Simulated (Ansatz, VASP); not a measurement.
GaGeO: VASP beside Ansatz

```
Ga Ge O
1.0
     3.94354    0.00000    0.00000
    -1.97177    3.41521    0.00000
     0.00000    0.00000    3.46102
Ga Ge O
1 1 1
Direct
  0.33333 0.66667 0.50000
  0.00000 0.00000 0.50000
  0.66667 0.33333 0.00000
```

Change from the starting cell: species swapped into the DyCuGe type (P-6m2, No. 187).

Alike in both runs: task single point; functional PBE; k mesh 6 × 6 × 6; occupations gaussian, width 0.1 eV; no spin polarisation.

|  | VASP | Ansatz |
| --- | --- | --- |
| version | VASP 6.6.1 | Ansatz 0.2.0 |
| potentials or method | VASP PAW PBE potentials, release 64 (Ga_d, Ge_d, O) | scalar-relativistic, plane waves, PAW |
| plane-wave cutoff (eV) | 520 | 420 |
| valence electrons in the cell | 33 | 33 |

VASP gave:

```
gap on the k mesh at the Fermi level (eV)       : none
pressure (GPa)                                  : 9.1
largest component of the traceless stress (GPa) : 11.03
```

Task: Estimate Ansatz's values.

Result: gap on the k mesh at the Fermi level (eV): none; pressure (GPa): 9.1; largest component of the traceless stress (GPa): 10.99.

A gap of «none» marks a metal or a gap that the smearing closes. With one functional, cell and mesh, what is left measures potentials, basis and numerics.

Caveats: an odd number of electrons without spin polarisation forces a metal; a magnetic or distorted state may lie lower.
